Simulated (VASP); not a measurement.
OSZICAR of a VASP run on In (bct):

### OSZICAR
```
       N       E                     dE             d eps       ncg     rms          rms(c)
DAV:   1     0.712269057890E+02    0.71227E+02   -0.69653E+03  7024   0.183E+03
DAV:   2    -0.775880621165E+01   -0.78986E+02   -0.77890E+02  7028   0.342E+02
DAV:   3    -0.126340627209E+02   -0.48753E+01   -0.48567E+01  8124   0.116E+02
DAV:   4    -0.127559421034E+02   -0.12188E+00   -0.12184E+00  8638   0.197E+01
DAV:   5    -0.127602071653E+02   -0.42651E-02   -0.42649E-02  9080   0.321E+00    0.379E+00
DAV:   6    -0.106125587950E+02    0.21476E+01   -0.64940E+00  6980   0.519E+01    0.870E-01
DAV:   7    -0.105998019366E+02    0.12757E-01   -0.27261E-01  7320   0.578E+00    0.631E-01
DAV:   8    -0.107196290888E+02   -0.11983E+00   -0.12931E-01  7056   0.495E+00    0.637E-01
DAV:   9    -0.107422033768E+02   -0.22574E-01   -0.16093E-02  7290   0.149E+00    0.169E-01
DAV:  10    -0.107428113633E+02   -0.60799E-03   -0.28589E-03  7360   0.730E-01    0.160E-01
DAV:  11    -0.107441994121E+02   -0.13880E-02   -0.20140E-03  7392   0.927E-01    0.112E-01
DAV:  12    -0.107442466022E+02   -0.47190E-04   -0.36390E-05  7942   0.107E-01    0.901E-02
DAV:  13    -0.107442382540E+02    0.83482E-05   -0.59428E-06  8058   0.595E-02    0.452E-02
DAV:  14    -0.107442541428E+02   -0.15889E-04   -0.21957E-05  7758   0.113E-01    0.711E-03
DAV:  15    -0.107442539278E+02    0.21502E-06   -0.73799E-07  7794   0.187E-02    0.449E-03
DAV:  16    -0.107442539898E+02   -0.62054E-07   -0.15409E-07  4508   0.953E-03
   1 F= -.10744254E+02 E0= -.10744146E+02  d E =-.107443E+02
```

Question: Which electronic solver shows in the log?

Answer: It is blocked Davidson (ALGO = Normal, or the opening steps of other solvers). The INCAR had ALGO = Normal.

Question: Can the final energy be trusted as converged?

Answer: Self-consistency was reached. It stopped with EDIFF = 1E-7, NELM = 100, NSW = 30 and EDIFFG = -0.01 after 1 ionic step (TPSS meta-GGA, plane waves, VASP's PBE PAW potentials (set 64)).

The compound is In in the bct structure. This cell is one point of a volume scan, at 0.94 of the reference volume.
